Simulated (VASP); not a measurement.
```xyz
4
Lattice="1.5919 0.9191 5.0659 -1.5919 0.9191 5.0659 0.0000 -1.8381 5.0659" Properties=species:S:1:pos:R:3 pbc="T T T"
Ca     0.0000     0.0000     0.0000
Ru     0.0000     0.0000     7.5989
N      0.0000     0.0000     3.5296
N      0.0000     0.0000    11.6682
```

Calculation: PBEsol GGA, VASP's PBE PAW potentials (set 64) (plane waves; VASP). Settings: 520 eV cut-off, Gaussian smearing of 0.050 eV, potentials Ca_sv Ru_pv N.

**Question.** Give the energies of bands 10 to 20 at the high-symmetry points, in eV from the Fermi level.

**Answer.** 
```csv
band,Γ,T,H2,L,S0,F
10,-6.59,-5.96,-5.89,-6.33,-5.90,-7.05
11,-6.10,-5.96,-5.41,-5.11,-5.35,-5.37
12,-6.10,-5.37,-5.05,-4.71,-5.12,-4.48
13,-1.86,-2.97,-3.72,-4.09,-3.73,-4.05
14,-1.86,-1.81,-3.65,-3.03,-3.66,-2.47
15,-1.16,-1.81,-3.02,-2.98,-3.01,-2.07
16,-1.16,-1.74,-1.66,-1.07,-1.67,-1.63
17,-1.01,-1.74,0.09,-0.67,0.20,-0.71
18,0.10,0.47,0.32,-0.02,0.28,-0.26
19,2.93,3.05,3.29,2.64,3.24,3.30
20,2.93,4.39,3.60,3.72,3.58,3.36
```

It has no gap at this level: it comes out as a metal or semimetal.

The structure comes from a computed database's CaRuN2 entry (R-3m); how it stands against other phases isn't given here. It was relaxed first.
